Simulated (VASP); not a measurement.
# CdSi4O (F-43m) in VASP: further runs

One crystal, CdSi4O, is run at these levels: SCAN, TPSS; tasks: band structure.

All numbers are computed with VASP 6.6.1; they aren't measurements. Logs are shortened: lines on timing, memory, paths and dates and some standing lists are left out, and cuts for length are marked.

## 1. The crystal as given

It takes space group F-43m (No. 216, cubic). Conventional cell: a = 7.204 Å, b = 7.204 Å, c = 7.204 Å, α = 90.00°, β = 90.00°, γ = 90.00°. Cd (site symmetry -43m) is surrounded by 12 Si at 2.99 Å and 4 O at 3.12 Å. Around Si (site symmetry 3m) lie 6 Si at 2.51 to 2.58 Å. O (site symmetry -43m) has 12 Si at 2.98 Å and 4 Cd at 3.12 Å as nearest neighbours.

The cell was built by a generator and needn't be a form met in nature.

## 2. Band structure, SCAN

Input file INCAR:

```
  ALGO = Normal
  EDIFF = 1E-6
  ENCUT = 520
  ISIF = 2
  ISMEAR = -1
  LASPH = T
  LCHARG = F
  LMIXTAU = T
  LREAL = F
  LWAVE = F
  METAGGA = SCAN
  NBANDS = 26
  NELM = 60
  PREC = Accurate
  SIGMA = 0.05
```

Input file KPOINTS:

```
k-points
0
Gamma
  5 5 5
```

Input file POSCAR:

```
CdSi4O
1.0
    0.0000000000      3.6017500000      3.6017500000
    3.6017500000      0.0000000000      3.6017500000
    3.6017500000      3.6017500000      0.0000000000
Cd Si O
1 4 1
Direct
    0.5000000000      0.5000000000      0.5000000000
    0.8767200000      0.8767200000      0.3698400000
    0.8767200000      0.3698400000      0.8767200000
    0.8767200000      0.8767200000      0.8767200000
    0.3698400000      0.8767200000      0.8767200000
    0.2500000000      0.2500000000      0.2500000000
```

Input file KPOINTS_OPT:

```
path GXWKGLUWLK,UX
10
line-mode
reciprocal
 0.0000000000  0.0000000000  0.0000000000  G
 0.5000000000  0.0000000000  0.5000000000  X

 0.5000000000  0.0000000000  0.5000000000  X
 0.5000000000  0.2500000000  0.7500000000  W

 0.5000000000  0.2500000000  0.7500000000  W
 0.3750000000  0.3750000000  0.7500000000  K

 0.3750000000  0.3750000000  0.7500000000  K
 0.0000000000  0.0000000000  0.0000000000  G

 0.0000000000  0.0000000000  0.0000000000  G
 0.5000000000  0.5000000000  0.5000000000  L

 0.5000000000  0.5000000000  0.5000000000  L
 0.6250000000  0.2500000000  0.6250000000  U

 0.6250000000  0.2500000000  0.6250000000  U
 0.5000000000  0.2500000000  0.7500000000  W

 0.5000000000  0.2500000000  0.7500000000  W
 0.5000000000  0.5000000000  0.5000000000  L

 0.5000000000  0.5000000000  0.5000000000  L
 0.3750000000  0.3750000000  0.7500000000  K

 0.6250000000  0.2500000000  0.6250000000  U
 0.5000000000  0.0000000000  0.5000000000  X
```

Potentials or basis: VASP PAW PBE potentials, release 64 (Cd, Si, O).

Started as:

```sh
> cat potpaw_PBE.64/Cd/POTCAR potpaw_PBE.64/Si/POTCAR potpaw_PBE.64/O/POTCAR > POTCAR
> mpirun -np 1 vasp_std > vasp.out
```

OUTCAR:

```text
EDIFF = 1E-6
   ENCUT = 520
   ISIF = 2
   ISMEAR = -1
   LASPH = T
   LREAL = F
   METAGGA = SCAN
   NELM = 60
   PREC = Accurate

 ion  position               nearest neighbor table
   1  0.500  0.500  0.500-   3 2.99   4 2.99   5 2.99   4 2.99   4 2.99   5 2.99   2 2.99   2 2.99
                             5 2.99   2 2.99   3 2.99   3 2.99
   2  0.877  0.877  0.370-   3 2.51   4 2.51   5 2.51   4 2.58   3 2.58   5 2.58   1 2.99   1 2.99
                             1 2.99
   3  0.877  0.370  0.877-   2 2.51   4 2.51   5 2.51   2 2.58   4 2.58   5 2.58   1 2.99   1 2.99
                             1 2.99
   4  0.877  0.877  0.877-   2 2.51   3 2.51   5 2.51   2 2.58   3 2.58   5 2.58   1 2.99   1 2.99
                             1 2.99
   5  0.370  0.877  0.877-   2 2.51   3 2.51   4 2.51   4 2.58   2 2.58   3 2.58   1 2.99   1 2.99
                             1 2.99
   6  0.250  0.250  0.250-

  LATTYP: Found a face centered cubic cell.
 ALAT       =     7.2035000000

  Lattice vectors:

 A1 = (   0.0000000000,   3.6017500000,   3.6017500000)
 A2 = (   3.6017500000,   0.0000000000,   3.6017500000)
 A3 = (   3.6017500000,   3.6017500000,   0.0000000000)

Analysis of symmetry for initial positions (statically):
=====================================================================
 Subroutine PRICEL returns:
 Original cell was already a primitive cell.

 Routine SETGRP: Setting up the symmetry group for a
 face centered cubic supercell.

 Subroutine GETGRP returns: Found 24 space group operations
 (whereof 24 operations were pure point group operations)
 out of a pool of 48 trial point group operations.

The static configuration has the point symmetry T_d .

Analysis of symmetry for dynamics (positions and initial velocities):
=====================================================================
 Subroutine PRICEL returns:
 Original cell was already a primitive cell.

 Routine SETGRP: Setting up the symmetry group for a
 face centered cubic supercell.

 Subroutine GETGRP returns: Found 24 space group operations
 (whereof 24 operations were pure point group operations)
 out of a pool of 48 trial point group operations.

The dynamic configuration has the point symmetry T_d .

 Subroutine INISYM returns: Found 24 space group operations
 (whereof 24 operations are pure point group operations),
 and found     1 'primitive' translations

----------------------------------------------------------------------------------------

[... 89 lines left out ...]
   IBRION =     -1    ionic relax: 0-MD 1-quasi-New 2-CG
   NFREE  =      0    steps in history (QN), initial steepest desc. (CG)
   ISIF   =      2    stress and relaxation
   ISYM   =      2    0-nonsym 1-usesym 2-fastsym
   POTIM  = 0.5000    time-step for ionic-motion
   TEBEG  =    0.0;   TEEND  =   0.0 temperature during run
   PSTRESS=    0.0 pullay stress
   NELECT =      34.0000    total number of electrons
   NUPDOWN=      -1.0000    fix difference up-down
   EMIN   =  10.00;   EMAX   =-10.00  energy-range for DOS
   EFERMI =   0.00;   METHOD = LEGACY
   ISMEAR =    -1;   SIGMA  =   0.05  broadening in eV -4-tet -1-fermi 0-gaus
   EFERMI_NEDOS =   21; number of points for ismear=-14 and -15
   IALGO  =     38    algorithm
   IMIX   =      4    mixing-type and parameters
     AMIX     =   0.40;   BMIX     =  1.00
     AMIX_MAG =   1.60;   BMIX_MAG =  1.00
  volume/ion in A,a.u.               =      15.57       105.10
  Fermi-wavevector in a.u.,A,eV,Ry     =   1.168721  2.208563 18.584322  1.365909
  Thomas-Fermi vector in A             =   2.305204
   LORBIT       =      0    0 simple, 1 ext, 2 COOP (PROOUT), +10 PAW based schemes
   METAGGA = SCAN    functional components
   LHFCALC =     F    Hartree Fock is set to
   AEXX    =    0.0000 exact exchange contribution
   IVDW    =     0    specifies the selected vdW correction
   LEPSILON=     F    determine dielectric tensor
   LRPA    =     F    only Hartree local field effects (RPA)
 non-spin polarized calculation
  energy-cutoff  :      520.00
  volume of cell :       93.45
 maximum number of plane-waves:      2565
 NGX is ok and might be reduce to    40
   NGX = 19   NGY = 19   NGZ = 19

 number of electron      33.9999993 magnetization

 Free energy of the ion-electron system (eV)
  ---------------------------------------------------
  ext. energy  EPLUGINS =         0.00000000
  ---------------------------------------------------
  free energy    TOTEN  =       -72.45988791 eV

  energy without entropy =      -72.44486445  energy(sigma->0) =      -72.45237618

 E-fermi :   6.5307     XC(G=0): -11.3564

 val. band max:        6.3744461606   @ k =  -0.4000   0.4000   0.2000
 cond. band min:       6.5307492933   @ k =   0.4000   0.0000   0.0000
 fundamental gap:      0.1563031327
 Fermi energy:         6.5307342055

 k-point     1 :       0.0000    0.0000    0.0000
  band No.  band energies     occupation
      1     -10.8932      2.00000
      2      -6.5019      2.00000
      3      -2.8584      2.00000
      4      -2.8584      2.00000
      5      -2.8582      2.00000
      6      -2.8191      2.00000
[... 279 lines left out ...]
     25      13.1256      0.00000
     26      13.2795      0.00000

------------------------ aborting loop because EDIFF is reached ----------------------------------------

  FORCE on cell =-STRESS in cart. coord.  units (eV):
  Direction    XX          YY          ZZ          XY          YZ          ZX
  --------------------------------------------------------------------------------------
  -------------------------------------------------------------------------------------
  Total       -1.7691427     -1.7691427     -1.7691427      0.0000000     -0.0000000     -0.0000000
  in kB      -30.3321197    -30.3321197    -30.3321197      0.0000000     -0.0000000     -0.0000000
  external PRESSURE =     -30.3321197 kB  Pullay stress =       0.0000000 kB

 VOLUME and BASIS-vectors are now :
 -----------------------------------------------------------------------------
  energy-cutoff  :      520.00
  volume of cell :       93.45
      direct lattice vectors                 reciprocal lattice vectors
     0.000000000  3.601750000  3.601750000    -0.138821406  0.138821406  0.138821406
     3.601750000  0.000000000  3.601750000     0.138821406 -0.138821406  0.138821406
     3.601750000  3.601750000  0.000000000     0.138821406  0.138821406 -0.138821406

 POSITION                                       TOTAL-FORCE (eV/Angst)
 -----------------------------------------------------------------------------------
      3.60175      3.60175      3.60175        -0.000000     -0.000000     -0.000000
      4.48980      4.48980      6.31545        -0.104285     -0.104285      0.104285
      4.48980      6.31545      4.48980        -0.104285      0.104285     -0.104285
      6.31545      6.31545      6.31545         0.104285      0.104285      0.104285
      6.31545      4.48980      4.48980         0.104285     -0.104285     -0.104285
      1.80088      1.80088      1.80088        -0.000000     -0.000000     -0.000000
 -----------------------------------------------------------------------------------
    total drift:                               -0.000000     -0.000000     -0.000000

  FREE ENERGIE OF THE ION-ELECTRON SYSTEM (eV)
  ---------------------------------------------------
  free  energy   TOTEN  =       -72.4598879071 eV

  energy  without entropy=      -72.4448644517  energy(sigma->0) =      -72.45237618
```

stdout:

```text
POSCAR found type information on POSCAR CdSiO
 POSCAR found :  3 types and       6 ions
 scaLAPACK will be used
 -----------------------------------------------------------------------------
|                                                                             |
|                                                                             |
|     You enforced a specific xc type in the INCAR file but a different       |
|     I HOPE YOU KNOW WHAT YOU ARE DOING!                                     |
|                                                                             |
 -----------------------------------------------------------------------------

 LDA part: xc-table for (None), standard interpolation
 POSCAR, INCAR and KPOINTS ok, starting setup
 FFT: planning ... GRIDC
 FFT: planning ... GRID_SOFT
 FFT: planning ... GRID
 WAVECAR not read
 entering main loop
 Start KPOINTS_OPT (optional k-point list driver)
k-point batch [1-10\100]
k-point batch [11-20\100]
k-point batch [21-30\100]
k-point batch [31-40\100]
k-point batch [41-50\100]
k-point batch [51-60\100]
k-point batch [61-70\100]
k-point batch [71-80\100]
k-point batch [81-90\100]
k-point batch [91-100\100]
```

It took 4.7 min on 1 thread of Intel Xeon 6975P-C (Granite Rapids), shared host; peak memory 0.28 GiB.

What came out:

```yaml
Free_energy: -72.4599 eV
Pressure: -3.0 GPa
Largest_force: 0.181 eV/Å
Band_gap_along_the_path: none (metal or under the smearing width)
```

Forces on the atoms (eV/Å):
```
Cd   0.000  0.000  0.000
Si  -0.104 -0.104  0.104
Si  -0.104  0.104 -0.104
Si   0.104  0.104  0.104
Si   0.104 -0.104 -0.104
O    0.000  0.000  0.000
```

Levels at the corners of the path, in eV from the Fermi level:
```tsv
point	band 15	band 16	band 17	band 18	band 19	band 20
Γ	-1.70	-1.70	-1.70	-1.17	-0.89	-0.89
X	-1.05	0.55	0.55	0.68	1.44	1.46
X	-1.05	0.55	0.55	0.68	1.44	1.46
W	-0.95	-0.95	-0.51	1.20	1.68	1.97
W	-0.95	-0.95	-0.51	1.20	1.68	1.97
K	-0.90	-0.90	-0.46	0.38	1.05	3.01
K	-0.90	-0.90	-0.46	0.38	1.05	3.01
Γ	-1.70	-1.70	-1.70	-1.17	-0.89	-0.89
Γ	-1.70	-1.70	-1.70	-1.17	-0.89	-0.89
L	-0.79	-0.79	0.29	0.76	0.76	0.94
L	-0.79	-0.79	0.29	0.76	0.76	0.94
U	-0.90	-0.90	-0.46	0.38	1.05	3.01
U	-0.90	-0.90	-0.46	0.38	1.05	3.01
W	-0.95	-0.95	-0.51	1.20	1.68	1.97
W	-0.95	-0.95	-0.51	1.20	1.68	1.97
L	-0.79	-0.79	0.29	0.76	0.76	0.94
L	-0.79	-0.79	0.29	0.76	0.76	0.94
K	-0.90	-0.90	-0.46	0.38	1.05	3.01
U	-0.90	-0.90	-0.46	0.38	1.05	3.01
X	-1.05	0.55	0.55	0.68	1.44	1.46
```

Caveat: the PAW data sets were made with another functional, which shifts forces and pressure a little.

[end of part 1 of 2]
